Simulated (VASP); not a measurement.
The input files of a VASP run:

INCAR:
```
SYSTEM = Pt
PREC = Accurate
ENCUT = 400
EDIFF = 1E-6
NELM = 100
ALGO = Normal
LREAL = .FALSE.
LASPH = .TRUE.
ISMEAR = 1
SIGMA = 0.1
GGA = PE
LMAXMIX = 6
LWAVE = .FALSE.
LCHARG = .FALSE.
ISIF = 2
```

**KPOINTS**
```
Automatic mesh
0
Gamma
12 12 12
0 0 0
```

**POSCAR**
```
Pt
1
    0.0000000000     1.9600000000     1.9600000000
    1.9600000000     0.0000000000     1.9600000000
    1.9600000000     1.9600000000     0.0000000000
Pt
1
Direct
  0.0000000000   0.0000000000   0.0000000000
```

POTCAR, in this order: Pt (PBE.64 set). Program: vasp_gam.

The resulting files:

standard output:
```
 POSCAR found type information on POSCAR Pt
 POSCAR found :  1 types and       1 ions
 Reading from existing POTCAR
 Reading from existing POTCAR
 LDA part: xc-table for (Slater+PW92), standard interpolation

 -----------------------------------------------------------------------------
|                                                                             |
|     EEEEEEE  RRRRRR   RRRRRR   OOOOOOO  RRRRRR      ###     ###     ###     |
|     E        R     R  R     R  O     O  R     R     ###     ###     ###     |
|     E        R     R  R     R  O     O  R     R     ###     ###     ###     |
|     EEEEE    RRRRRR   RRRRRR   O     O  RRRRRR       #       #       #      |
|     E        R   R    R   R    O     O  R   R                               |
|     E        R    R   R    R   O     O  R    R      ###     ###     ###     |
|     EEEEEEE  R     R  R     R  OOOOOOO  R     R     ###     ###     ###     |
|                                                                             |
|     You are using the Gamma-point-only version with more than one           |
|     k-point or some other non-Gamma k-point.                                |
|                                                                             |
|       ---->  I REFUSE TO CONTINUE WITH THIS SICK JOB ... BYE!!! <----       |
|                                                                             |
 -----------------------------------------------------------------------------
```

Question: Read input and log: which fault does this run have?
A) the Γ-only program was given a k-mesh
B) the lattice vectors carry noise near SYMPREC
C) MAGMOM holds more values than there are atoms
D) NELM is too small, so the electronic loop ends before EDIFF is met

Answer: A, the Γ-only program was given a k-mesh. VASP stops with an error: You are using the Gamma-point-only version with more than one k-point or some other non-Gamma k-point. ----> I REFUSE TO CONTINUE WITH THIS SICK JOB ... BYE!!! <----

To mend it, run vasp_std.

The mended run (PBE GGA, plane waves, VASP's PBE PAW potentials (set 64)) converges, and its OSZICAR ends with
```
   1 F= -.60829546E+01 E0= -.60822132E+01  d E =-.222435E-02
```

The compound is Pt in the fcc structure. The cell was not relaxed at this level.
